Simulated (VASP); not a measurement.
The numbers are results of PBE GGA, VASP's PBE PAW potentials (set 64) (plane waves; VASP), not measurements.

VASP ran on this input.

### INCAR
```
ALGO = Fast
EDIFF = 1E-5
EDIFFG = -0.03
ENCUT = 400
GGA = PE
IBRION = 2
ISIF = 2
ISMEAR = 0
ISYM = 0
LASPH = .TRUE.
LCHARG = .FALSE.
LREAL = Auto
LWAVE = .TRUE.
NELM = 100
NELMIN = 4
NSW = 60
PREC = Normal
SIGMA = 0.05
SYSTEM = C32Si33
```

KPOINTS:
```
K-points
0
G
 1 1 1
```

File POSCAR:
```
C32Si33
1
    8.7583314355     0.0000000000     0.0000000000
    0.0000000000     8.7583314355    -0.0000000000
   -0.0000000000    -0.0000000000     8.7583314355
Si C
33 32
Direct
  0.5000000000   0.0000000000   0.0000000000
  0.7500000000   0.2500000000   0.0000000000
  0.7500000000   0.0000000000   0.2500000000
  0.0000000000   0.0000000000   0.0000000000
  0.2500000000   0.2500000000   0.0000000000
  0.5000000000   0.5000000000   0.0000000000
  0.7500000000   0.7500000000   0.0000000000
  0.2500000000   0.0000000000   0.2500000000
  0.4972140000   0.2450620000   0.2548990000
  0.7500000000   0.5000000000   0.2500000000
  0.5000000000   0.0000000000   0.5000000000
  0.7500000000   0.2500000000   0.5000000000
  0.7500000000   0.0000000000   0.7500000000
  0.0000000000   0.5000000000   0.0000000000
  0.2500000000   0.7500000000   0.0000000000
  0.0000000000   0.2500000000   0.2500000000
  0.2464360000   0.5025720000   0.2513470000
  0.5000000000   0.7500000000   0.2500000000
  0.0000000000   0.0000000000   0.5000000000
  0.2545540000   0.2490840000   0.5005970000
  0.4993910000   0.4968400000   0.5044230000
  0.7500000000   0.7500000000   0.5000000000
  0.2500000000   0.0000000000   0.7500000000
  0.5000000000   0.2500000000   0.7500000000
  0.7500000000   0.5000000000   0.7500000000
  0.0000000000   0.7500000000   0.2500000000
  0.0000000000   0.5000000000   0.5000000000
  0.2500000000   0.7500000000   0.5000000000
  0.0000000000   0.2500000000   0.7500000000
  0.2500000000   0.5000000000   0.7500000000
  0.5000000000   0.7500000000   0.7500000000
  0.0000000000   0.7500000000   0.7500000000
  0.3764040000   0.3781790000   0.3755010000
  0.6250000000   0.1250000000   0.1250000000
  0.8750000000   0.3750000000   0.1250000000
  0.8750000000   0.1250000000   0.3750000000
  0.1250000000   0.1250000000   0.1250000000
  0.3737120000   0.3731130000   0.1251520000
  0.6250000000   0.6250000000   0.1250000000
  0.8750000000   0.8750000000   0.1250000000
  0.3701360000   0.1196330000   0.3710140000
  0.6255350000   0.3803590000   0.3795560000
  0.8750000000   0.6250000000   0.3750000000
  0.6250000000   0.1250000000   0.6250000000
  0.8750000000   0.3750000000   0.6250000000
  0.8750000000   0.1250000000   0.8750000000
  0.1250000000   0.6250000000   0.1250000000
  0.3750000000   0.8750000000   0.1250000000
  0.1263490000   0.3723100000   0.3770040000
  0.3762130000   0.6271890000   0.3754630000
  0.6250000000   0.8750000000   0.3750000000
  0.1250000000   0.1250000000   0.6250000000
  0.3763920000   0.3803710000   0.6268990000
  0.6250000000   0.6250000000   0.6250000000
  0.8750000000   0.8750000000   0.6250000000
  0.3750000000   0.1250000000   0.8750000000
  0.6250000000   0.3750000000   0.8750000000
  0.8750000000   0.6250000000   0.8750000000
  0.1250000000   0.8750000000   0.3750000000
  0.1250000000   0.6250000000   0.6250000000
  0.3750000000   0.8750000000   0.6250000000
  0.1250000000   0.3750000000   0.8750000000
  0.3750000000   0.6250000000   0.8750000000
  0.6250000000   0.8750000000   0.8750000000
  0.1250000000   0.8750000000   0.8750000000
```

POTCAR, in this order: Si C (PBE.64 set). Program: vasp_gam.

What VASP printed:

**OSZICAR**
```
...
RMM:   5    -0.475396701282E+03   -0.83225E-05   -0.11982E-04   333   0.253E-02    0.122E-02
RMM:   6    -0.475396703227E+03   -0.19454E-05   -0.24816E-05   213   0.116E-02
  13 F= -.47539670E+03 E0= -.47539597E+03  d E =-.623881E-02
       N       E                     dE             d eps       ncg     rms          rms(c)
DAV:   1    -0.475396859356E+03   -0.15807E-03   -0.14700E-02   364   0.320E-01    0.358E-02
RMM:   2    -0.475396874883E+03   -0.15527E-04   -0.40652E-04   326   0.498E-02    0.168E-02
RMM:   3    -0.475396873722E+03    0.11607E-05   -0.63484E-05   305   0.192E-02    0.906E-03
RMM:   4    -0.475396873681E+03    0.41193E-07   -0.11829E-05   195   0.789E-03
  14 F= -.47539687E+03 E0= -.47539596E+03  d E =-.640926E-02
       N       E                     dE             d eps       ncg     rms          rms(c)
DAV:   1    -0.475399556662E+03   -0.26829E-02   -0.14236E-01   326   0.983E-01    0.119E-01
RMM:   2    -0.475399757787E+03   -0.20112E-03   -0.38446E-03   326   0.155E-01    0.551E-02
RMM:   3    -0.475399755116E+03    0.26714E-05   -0.59556E-04   328   0.597E-02    0.286E-02
RMM:   4    -0.475399756451E+03   -0.13358E-05   -0.12929E-04   331   0.256E-02    0.108E-02
RMM:   5    -0.475399757819E+03   -0.13674E-05   -0.20670E-05   205   0.111E-02
  15 F= -.47539976E+03 E0= -.47539865E+03  d E =-.288414E-02
       N       E                     dE             d eps       ncg     rms          rms(c)
DAV:   1    -0.475400035669E+03   -0.27922E-03   -0.30084E-02   356   0.451E-01    0.550E-02
RMM:   2    -0.475400080738E+03   -0.45069E-04   -0.84272E-04   326   0.724E-02    0.255E-02
RMM:   3    -0.475400081090E+03   -0.35188E-06   -0.13407E-04   328   0.282E-02    0.134E-02
RMM:   4    -0.475400081414E+03   -0.32363E-06   -0.28697E-05   212   0.122E-02
  16 F= -.47540008E+03 E0= -.47539887E+03  d E =-.320773E-02
       N       E                     dE             d eps       ncg     rms          rms(c)
DAV:   1    -0.475401348225E+03   -0.12671E-02   -0.17298E-01   326   0.108E+00    0.125E-01
RMM:   2    -0.475401496205E+03   -0.14798E-03   -0.36364E-03   326   0.146E-01    0.532E-02
RMM:   3    -0.475401485015E+03    0.11190E-04   -0.63693E-04   330   0.590E-02    0.256E-02
RMM:   4    -0.475401489756E+03   -0.47404E-05   -0.13668E-04   335   0.254E-02    0.112E-02
RMM:   5    -0.475401491500E+03   -0.17448E-05   -0.20763E-05   208   0.105E-02
  17 F= -.47540149E+03 E0= -.47540038E+03  d E =-.141009E-02
       N       E                     dE             d eps       ncg     rms          rms(c)
DAV:   1    -0.475401496490E+03   -0.67345E-05   -0.57347E-04   380   0.618E-02    0.755E-03
RMM:   2    -0.475401497240E+03   -0.75008E-06   -0.15116E-05   199   0.946E-03    0.324E-03
RMM:   3    -0.475401497340E+03   -0.99491E-07   -0.27055E-06   186   0.379E-03    0.176E-03
RMM:   4    -0.475401497352E+03   -0.12769E-07   -0.29588E-07    88   0.172E-03
  18 F= -.47540150E+03 E0= -.47540039E+03  d E =-.141594E-02
       N       E                     dE             d eps       ncg     rms          rms(c)
DAV:   1    -0.475402475991E+03   -0.97865E-03   -0.13424E-01   326   0.955E-01    0.100E-01
RMM:   2    -0.475402613091E+03   -0.13710E-03   -0.26595E-03   326   0.126E-01    0.474E-02
RMM:   3    -0.475402613251E+03   -0.15954E-06   -0.45222E-04   331   0.496E-02    0.265E-02
RMM:   4    -0.475402615765E+03   -0.25144E-05   -0.11039E-04   328   0.221E-02    0.101E-02
RMM:   5    -0.475402617137E+03   -0.13724E-05   -0.15852E-05   202   0.916E-03
  19 F= -.47540262E+03 E0= -.47540177E+03  d E =-.111979E-02
       N       E                     dE             d eps       ncg     rms          rms(c)
DAV:   1    -0.475402639343E+03   -0.23578E-04   -0.42460E-03   372   0.170E-01    0.179E-02
RMM:   2    -0.475402644435E+03   -0.50917E-05   -0.91309E-05   319   0.235E-02    0.857E-03
RMM:   3    -0.475402644720E+03   -0.28524E-06   -0.15880E-05   201   0.935E-03    0.500E-03
RMM:   4    -0.475402644890E+03   -0.16960E-06   -0.34261E-06   193   0.397E-03
  20 F= -.47540264E+03 E0= -.47540183E+03  d E =-.114754E-02
       N       E                     dE             d eps       ncg     rms          rms(c)
DAV:   1    -0.475403254835E+03   -0.61011E-03   -0.61878E-02   326   0.657E-01    0.726E-02
RMM:   2    -0.475403286132E+03   -0.31297E-04   -0.11513E-03   326   0.832E-02    0.301E-02
RMM:   3    -0.475403285801E+03    0.33044E-06   -0.23010E-04   331   0.342E-02    0.172E-02
RMM:   4    -0.475403287038E+03   -0.12371E-05   -0.43034E-05   243   0.145E-02
  21 F= -.47540329E+03 E0= -.47540251E+03  d E =-.642149E-03
       N       E                     dE             d eps       ncg     rms          rms(c)
DAV:   1    -0.475403409539E+03   -0.12374E-03   -0.37157E-02   348   0.509E-01    0.561E-02
RMM:   2    -0.475403429613E+03   -0.20074E-04   -0.70521E-04   326   0.651E-02    0.237E-02
RMM:   3    -0.475403430772E+03   -0.11590E-05   -0.14511E-04   333   0.269E-02    0.139E-02
RMM:   4    -0.475403431450E+03   -0.67750E-06   -0.24781E-05   206   0.113E-02
  22 F= -.47540343E+03 E0= -.47540267E+03  d E =-.786560E-03
       N       E                     dE             d eps       ncg     rms          rms(c)
DAV:   1    -0.475403865055E+03   -0.43428E-03   -0.52768E-02   326   0.605E-01    0.672E-02
RMM:   2    -0.475403903715E+03   -0.38660E-04   -0.10397E-03   326   0.789E-02    0.298E-02
RMM:   3    -0.475403904549E+03   -0.83400E-06   -0.19756E-04   331   0.319E-02    0.177E-02
RMM:   4    -0.475403905117E+03   -0.56822E-06   -0.39693E-05   234   0.139E-02
  23 F= -.47540391E+03 E0= -.47540313E+03  d E =-.473667E-03
       N       E                     dE             d eps       ncg     rms          rms(c)
DAV:   1    -0.475403971842E+03   -0.67293E-04   -0.13734E-02   372   0.309E-01    0.343E-02
RMM:   2    -0.475403983314E+03   -0.11472E-04   -0.28151E-04   326   0.411E-02    0.158E-02
RMM:   3    -0.475403984077E+03   -0.76296E-06   -0.54014E-05   259   0.166E-02    0.981E-03
RMM:   4    -0.475403984142E+03   -0.65120E-07   -0.98262E-06   195   0.703E-03
  24 F= -.47540398E+03 E0= -.47540320E+03  d E =-.552692E-03
       N       E                     dE             d eps       ncg     rms          rms(c)
DAV:   1    -0.475404382683E+03   -0.39861E-03   -0.68617E-02   326   0.691E-01    0.790E-02
RMM:   2    -0.475404417286E+03   -0.34603E-04   -0.13685E-03   326   0.914E-02    0.335E-02
RMM:   3    -0.475404416250E+03    0.10368E-05   -0.27521E-04   330   0.376E-02    0.189E-02
RMM:   4    -0.475404418061E+03   -0.18109E-05   -0.51579E-05   266   0.159E-02
  25 F= -.47540442E+03 E0= -.47540365E+03  d E =-.433918E-03
       N       E                     dE             d eps       ncg     rms          rms(c)
DAV:   1    -0.475404430401E+03   -0.14151E-04   -0.22285E-03   388   0.124E-01    0.146E-02
RMM:   2    -0.475404432068E+03   -0.16672E-05   -0.49788E-05   261   0.175E-02    0.689E-03
RMM:   3    -0.475404432282E+03   -0.21392E-06   -0.97326E-06   190   0.718E-03    0.425E-03
RMM:   4    -0.475404432377E+03   -0.94424E-07   -0.19655E-06   181   0.304E-03
  26 F= -.47540443E+03 E0= -.47540367E+03  d E =-.448235E-03
       N       E                     dE             d eps       ncg     rms          rms(c)
DAV:   1    -0.475404775733E+03   -0.34345E-03   -0.44074E-02   326   0.553E-01    0.623E-02
RMM:   2    -0.475404806523E+03   -0.30790E-04   -0.89364E-04   326   0.740E-02    0.264E-02
RMM:   3    -0.475404808260E+03   -0.17372E-05   -0.17043E-04   333   0.300E-02    0.156E-02
RMM:   4    -0.475404808966E+03   -0.70558E-06   -0.32620E-05   228   0.128E-02
  27 F= -.47540481E+03 E0= -.47540408E+03  d E =-.376589E-03
```

### OUTCAR
```
------------------------ aborting loop because EDIFF is reached ----------------------------------------
  FORCE on cell =-STRESS in cart. coord.  units (eV):
  Direction    XX          YY          ZZ          XY          YZ          ZX
  --------------------------------------------------------------------------------------
  Total        0.9536904     10.4667716      4.6861349     -0.8937158      0.4719195      0.1348445
  in kB        2.2743321     24.9608403     11.1753527     -2.1313064      1.1254193      0.3215732
  external PRESSURE =      12.8035084 kB  Pullay stress =       0.0000000 kB
  volume of cell :      671.84
      direct lattice vectors                 reciprocal lattice vectors
     8.758331436  0.000000000  0.000000000     0.114176999  0.000000000  0.000000000
     0.000000000  8.758331436  0.000000000     0.000000000  0.114176999  0.000000000
     0.000000000  0.000000000  8.758331436     0.000000000  0.000000000  0.114176999
  FREE ENERGIE OF THE ION-ELECTRON SYSTEM (eV)
  ---------------------------------------------------
  free  energy   TOTEN  =      -475.4048089660 eV

  energy  without entropy=     -475.4033458265  energy(sigma->0) =     -475.40407740

 reached required accuracy - stopping structural energy minimisation
```
(Selected blocks of OUTCAR.)

File CONTCAR:
```
C32Si33
   1.00000000000000
     8.7583314355000006    0.0000000000000000    0.0000000000000000
     0.0000000000000000    8.7583314355000006    0.0000000000000000
     0.0000000000000000    0.0000000000000000    8.7583314355000006
  Si              C
    33    32
Direct
     0.4989242250626186    0.9969554395584859    0.9955852179212402
     0.7552078570270111    0.2496416344462836    0.9957171768239774
     0.7553807174109612    0.9970721744480887    0.2508884740310938
     0.9989468416373211    0.0002039627040874    0.9994755455223278
     0.2489134865840997    0.2472285396088264    0.0000215840220192
     0.5008982873397566    0.5025468958746274    0.9999250891969236
     0.7509859615747039    0.7497132813067412    0.9995845189882904
     0.2486818441112016    0.9996355783346620    0.2486591257488139
     0.5156477021355429    0.2241327592453469    0.2326476743512362
     0.7506428526129389    0.5020932407551899    0.2491901791364734
     0.5012799363243166    0.9996628125752489    0.5023223194784389
     0.7505660680177475    0.2475744720937145    0.5015502896294900
     0.7512233401565402    0.0001641357198794    0.7510191010468592
     0.9946898896494391    0.5003654591948646    0.9959303532564149
     0.2509429559200055    0.7529772752327728    0.9955836904849157
     0.9989407346052444    0.2477865814706868    0.2491045369132041
     0.2330488929396421    0.5243283693302629    0.2333247810166243
     0.5012605460726238    0.7500357119649044    0.2485755391464093
     0.9951910779957756    0.9977740517436033    0.4998166436689375
     0.2366481889657763    0.2289039676849679    0.5172950156581957
     0.5132628885099862    0.5226232392610625    0.5195938286552456
     0.7550773901219527    0.7526408047912405    0.4997804844976242
     0.2508838438511201    0.9977610735008045    0.7543931995738713
     0.5008399687676260    0.2474161352332069    0.7513406639044226
     0.7547102745185977    0.5003541551284071    0.7544569466476650
     0.9945356479883120    0.7528264430450868    0.2509470463947060
     0.9988607415363101    0.5022030662488419    0.5014416348395285
     0.2484438119005607    0.7499807562121160    0.5024292366133422
     0.9954352087334184    0.2496601199644512    0.7541602965730545
     0.2489696344869129    0.5024493995523293    0.7514240967834973
     0.4989754453374529    0.7525502391920278    0.7548098287195847
     0.9987884878528940    0.7497895343197448    0.7510073563852397
     0.3771023211319371    0.3760761675383739    0.3708859874024692
     0.6361446851267883    0.1147055858786342    0.1143276875474374
     0.8748242588253731    0.3749637769342807    0.1256574016921879
     0.8748709062406902    0.1258214885584802    0.3752971203524132
     0.1244114630962861    0.1245110979863790    0.1251380526459827
     0.3749788004642569    0.3749218586466989    0.1319338076903572
     0.6254359666533276    0.6252799298597125    0.1250329981504671
     0.8749981420056828    0.8749499339805864    0.1241947549616204
     0.3752251740399631    0.1281373061376814    0.3751278457468398
     0.6177679339297957    0.3747010039310688    0.3750962248463914
     0.8747506685585266    0.6241849854702000    0.3752953206778184
     0.6253649682623819    0.1246187530828792    0.6258647768106985
     0.8747389629065691    0.3749732396814571    0.6248146928228960
     0.8752953640528718    0.1237811623911252    0.8750188235124486
     0.1140031697399858    0.6351709277755030    0.1145510928489647
     0.3749777444967396    0.8748781911820943    0.1252086692570152
     0.1312479419044895    0.3754646870879803    0.3747676441010164
     0.3747569801467387    0.6212742177955779    0.3752565968394973
     0.6252217178892916    0.8749323568530956    0.3753674118113946
     0.1155675348832817    0.1165707357579628    0.6344024289781266
     0.3750949133036239    0.3751759179321539    0.6205773140733418
     0.6352139576633973    0.6344447714331740    0.6352470591811955
     0.8751432003695854    0.8751173237166495    0.6261667157520993
     0.3749329418571150    0.1255978167244128    0.8755616725373768
     0.6247812030464321    0.3750100797122803    0.8755078037322784
     0.8747568562778506    0.6262445847938138    0.8752094788958190
     0.1246554534717353    0.8748669201771655    0.3754582006093791
     0.1243183729617946    0.6250219785271454    0.6258819442653341
     0.3749330930942584    0.8748782089559203    0.6255481970871952
     0.1250704858663001    0.3749471476390055    0.8757032425545785
     0.3749574713388044    0.6243561914654600    0.8756026766262532
     0.6258316418069345    0.8748230793050052    0.8751828730852108
     0.1241569548387852    0.8752592633454737    0.8749670072742428
```

File OUTCAR:
```
 val. band max:        9.3054912176   @ k =   0.0000   0.0000   0.0000

 cond. band min:       9.4965990604   @ k =   0.0000   0.0000   0.0000


 Fermi energy:         9.4010451389

 k-point     1 :       0.0000    0.0000    0.0000
  band No.  band energies     occupation
      1      -7.6759      2.00000
      2      -6.4276      2.00000
      3      -5.8579      2.00000
      4      -5.7474      2.00000
      5      -5.7001      2.00000
      6      -5.4903      2.00000
      7      -5.4650      2.00000
      8      -4.6868      2.00000
      9      -4.5083      2.00000
     10      -4.4764      2.00000
     11      -4.4068      2.00000
     12      -4.3022      2.00000
     13      -4.2933      2.00000
     14      -4.2726      2.00000
     15      -4.1770      2.00000
     16      -4.1167      2.00000
     17      -4.0423      2.00000
     18      -3.9998      2.00000
     19      -3.9523      2.00000
     20      -3.8267      2.00000
     21      -3.7096      2.00000
     22      -3.5789      2.00000
     23      -3.5228      2.00000
     24      -2.4350      2.00000
     25      -2.3606      2.00000
     26      -2.1980      2.00000
     27      -2.1528      2.00000
     28      -2.0664      2.00000
     29      -2.0297      2.00000
     30      -1.9572      2.00000
     31      -1.8912      2.00000
     32      -1.7955      2.00000
     33      -0.8685      2.00000
     34      -0.4739      2.00000
     35      -0.4223      2.00000
     36      -0.3179      2.00000
     37       0.0660      2.00000
     38       0.1009      2.00000
     39       0.1194      2.00000
     40       0.9016      2.00000
     41       0.9099      2.00000
     42       0.9176      2.00000
     43       1.2128      2.00000
     44       1.2170      2.00000
     45       1.2265      2.00000
     46       1.3407      2.00000
     47       2.0796      2.00000
     48       2.0974      2.00000
     49       2.1117      2.00000
     50       2.1196      2.00000
     51       2.1523      2.00000
...
```

At this cut-off the stress carries a Pulay error, which pulls relaxed volumes low. The supercell is sampled at Γ alone, which is coarse: total energies, pressure and levels can be off, energies of defects by several tenths of an eV.

The cell is a supercell with a defect, built from SiC (zinc blende): Si_i. The run is not spin-polarised, so no state with unpaired spins was tried.
